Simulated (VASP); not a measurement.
An input for Quantum ESPRESSO's pw.x (written as the equivalent of a VASP run, and not itself run):

```
&CONTROL
  calculation = 'scf'
  pseudo_dir = './pseudo'
  outdir = './out'
  tprnfor = .true.
  tstress = .true.
/
&SYSTEM
  ibrav = 0
  nat = 8
  ntyp = 3
  ecutwfc = 92
  occupations = 'tetrahedra'
  input_dft = 'pz'
/
&ELECTRONS
  conv_thr = 7.3e-09
  electron_maxstep = 100
/
ATOMIC_SPECIES
  Y 88.906 Y.upf
  Cu 63.546 Cu.upf
  Te 127.600 Te.upf
CELL_PARAMETERS angstrom
     6.6828842    0.0000000    0.0649979
     0.0000000    4.2348428    0.0000000
    -0.0601983    0.0000000    7.2858306
ATOMIC_POSITIONS crystal
  Y    0.0000000  0.0000000  0.0000000
  Y    0.0000000  0.5000000  0.5000000
  Cu   0.6617269  0.5000000  0.1657903
  Cu   0.3382731  0.5000000  0.8342097
  Te   0.2708755  0.0000000  0.6557754
  Te   0.7291245  0.0000000  0.3442246
  Te   0.2680495  0.5000000  0.1745721
  Te   0.7319505  0.5000000  0.8254279
K_POINTS automatic
  4 6 4 0 0 0
```

### Question
Translate this input to VASP (INCAR, KPOINTS, POSCAR, choice of POTCAR).

### Answer
Several could match; the one computed here: 
POSCAR:
```
YCuTe2
6.68320
  0.9999527479   0.0000000000   0.0097255618
  0.0000000000   0.6336549601   0.0000000000
 -0.0090074037   0.0000000000   1.0901709730
Y Cu Te
2 2 4
direct
  0.0000000000   0.0000000000   0.0000000000
  0.0000000000   0.5000000000   0.5000000000
  0.6617268578   0.5000000000   0.1657903316
  0.3382731422   0.5000000000   0.8342096684
  0.2708755261   0.0000000000   0.6557753968
  0.7291244739   0.0000000000   0.3442246032
  0.2680495209   0.5000000000   0.1745721168
  0.7319504791   0.5000000000   0.8254278832
```

**INCAR**
```
# general
SYSTEM  = YCuTe2
PREC    = Accurate
ENCUT   = 400
LREAL   = .False.
LASPH   = .True.

# electronic loop
EDIFF   = 1E-7
NELM    = 100
ALGO    = Normal
LMAXMIX = 4

# smearing
ISMEAR  = -5

# ions
ISIF    = 2

# output
LWAVE   = .False.
LCHARG  = .True.
LORBIT  = 11
NEDOS   = 601

# other
LEFG    = .True.
```

KPOINTS:
```
Automatic mesh
0
Gamma
4 6 4
0 0 0
```

POTCAR, in this order: Y_sv Cu Te (LDA.64 set). Program: vasp_std.

Limits of the translation: the potentials are each code's own (VASP's PAW set, PseudoDojo norm-conserving files in pw.x), so ENCUT and ecutwfc are chosen apart and not converted; conv_thr bounds pw.x's estimated SCF error, while EDIFF bounds the energy change between steps; the field gradients of LEFG aren't asked of the other code.

The structure comes from a computed database's YCuTe2 entry (P2/m); how it stands against other phases isn't given here. It was relaxed first, which changed the volume by -8 %.
